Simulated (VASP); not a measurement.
Input for VASP

### INCAR
```
# general
SYSTEM  = Sc
PREC    = Accurate
ENCUT   = 500
LREAL   = .FALSE.
LASPH   = .TRUE.

# electronic loop
EDIFF   = 1E-6
NELM    = 100
ALGO    = Normal
LMAXMIX = 4

# smearing
ISMEAR  = 1
SIGMA   = 0.1

# ions
IBRION  = 2
NSW     = 40
ISIF    = 3
EDIFFG  = -0.02
PSTRESS = 100

# output
LWAVE   = .FALSE.
LCHARG  = .FALSE.
```

**KPOINTS**
```
Automatic mesh
0
Gamma
13 13 8
0 0 0
```

### POSCAR
```
Sc
1
    1.5784227826    -2.7339083767     0.0000000000
    1.5784227826     2.7339083767     0.0000000000
    0.0000000000     0.0000000000     4.8586999825
Sc
2
Direct
  0.3333330000   0.6666670000   0.2500000000
  0.6666670000   0.3333330000   0.7500000000
```

POTCAR, in this order: Sc_sv (LDA.64 set). Program: vasp_std.

Question: Write an equivalent input for Ansatz.

Answer: One equivalent input (not run):
Ansatz 0.2 input:
```yaml
crystal:
  lattice:
    - [1.5784228, -2.7339084, 0.0000000]
    - [1.5784228, 2.7339084, 0.0000000]
    - [0.0000000, 0.0000000, 4.8587000]
  atoms:
    - { symbol: Sc, position: [0.3333330, 0.6666670, 0.2500000] }
    - { symbol: Sc, position: [0.6666670, 0.3333330, 0.7500000] }
kpoints:
  mp_grid: { grid: [13, 13, 8] }
hamiltonian:
  xc: lda
  pseudopotentials: { kind: paw }
scf:
  occupations: { method: methfessel_paxton, width: 0.1 }
  max_iter: 100
relax:
  max_steps: 40
  f_tol: 0.02
  cell: { p_target: 10 }
output: { forces: true, stress: true, eigenvalues: true }
```
Limits of the translation: each code has its own PAW files, so the cut-off isn't converted (ENCUT is set for VASP's; basis.ecutwfc is left out, and Ansatz then takes the one that its files recommend); Ansatz stops its SCF on the density residual and VASP on the energy change (EDIFF); Ansatz's lda is the Perdew-Wang form, while the LDA potentials of VASP carry Perdew-Zunger's.

The compound is Sc in the hcp structure. This run relaxes it under an external pressure of 10 GPa. Symmetry was kept, so distortions that lower it aren't found.
